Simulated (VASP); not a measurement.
Input of a VASP 6.6.1 run:

INCAR

```
SYSTEM = AgPdS2
ALGO = Fast ; EDIFF = 1E-7
ENCUT = 520 ; GGA = PS
ISIF = 2 ; ISMEAR = 0
LASPH = .TRUE. ; LCHARG = .FALSE.
LREAL = .FALSE. ; LWAVE = .FALSE.
NBANDS = 24 ; NELM = 100
PREC = Accurate ; SIGMA = 0.1
```

Contents of KPOINTS:

```
k-points
0
G
  12 12 8
  0 0 0
```

File POSCAR:

```
AgPdS2
1.0
    3.4600399865      0.0000000000      0.0000000000
    0.0000000000      3.9108449628      0.0000000000
    0.0000000000      0.0000000000      6.2464586308
Ag Pd S
1 1 2
Direct
    0.5000000000      0.5000000000      0.5000000000
    0.0000000000      0.0000000000      0.0000000000
    0.5000000000      0.0000000000      0.2616889647
    0.5000000000      0.0000000000      0.7383110353
```

Potentials or basis: VASP PAW PBE potentials, release 64 (Ag, Pd, S).

Command:

```sh
$ cat potpaw_PBE.64/Ag/POTCAR potpaw_PBE.64/Pd/POTCAR potpaw_PBE.64/S/POTCAR > POTCAR
$ mpirun -np 1 vasp_std > vasp.out
```

Problem. Predict the largest force.

Solution. 1.290 eV/Å.

Problem. Estimate the pressure.

Solution. -4.1 GPa.

Forces on the atoms (eV/Å):
```
Ag   0.000  0.000  0.000
Pd   0.000  0.000  0.000
S    0.000  0.000 -1.290
S    0.000  0.000  1.290
```

Caveat: the PAW data sets were made with another functional, which shifts forces and pressure a little.
